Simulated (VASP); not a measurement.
A convergence study with VASP on CuZn (space group no. 221 when undisturbed): one setting is varied, all else stays as given below, so the limit is that of these other settings. One atom is moved off its site, so that forces are finite.

```
CELL_PARAMETERS angstrom
      2.94115     0.00000     0.00000
      0.00000     2.94115     0.00000
      0.00000     0.00000     2.94115
ATOMIC_POSITIONS crystal
  Zn 0.50000 0.50000 0.51700
  Cu 0.00000 0.00000 0.00000
```

Method: PBE GGA, VASP's PBE PAW potentials (set 64) (plane waves; VASP). The tightest run used: 720 eV cut-off, 11×11×11 Γ-centred mesh, Gaussian smearing of 0.10 eV, potentials Zn Cu.

```
setting      E (eV/atom)  pressure (GPa)  largest force (eV/Å)  plane waves
-----------  -----------  --------------  --------------------  -----------
ENCUT = 105     151.8361        -6464.04                 7.448           81
ENCUT = 120      75.5109        -4541.70                 1.182           81
ENCUT = 135      34.5855        -2560.92                 4.005           95
ENCUT = 150      14.6467        -1389.93                 0.323          111
ENCUT = 165       5.0297         -749.59                 1.167          136
ENCUT = 180       0.8104         -416.02                 0.593          147
ENCUT = 210      -1.8419         -130.28                 0.195          183
ENCUT = 240      -2.3812          -34.90                 0.253          223
```

### Question
These are the cheaper rows. Estimate the results at ENCUT = 720, and how far the last row shown lies from them.

### Answer

```csv
quantity,tightest run,last row shown is off by
E (eV/atom),-2.5019,0.1207
pressure (GPa),3.45,-38.35
largest force (eV/Å),0.250,0.003
```

Left out are rungs that failed or repeat a setting and relaxations that didn't move; long series are thinned to 24 rows.

The structure is a typed CuZn crystal (space group no. 221). The cell was not relaxed at this level, it is distorted from the ideal structure. The electron count is odd and the run is not spin-polarised, which forces a metal.
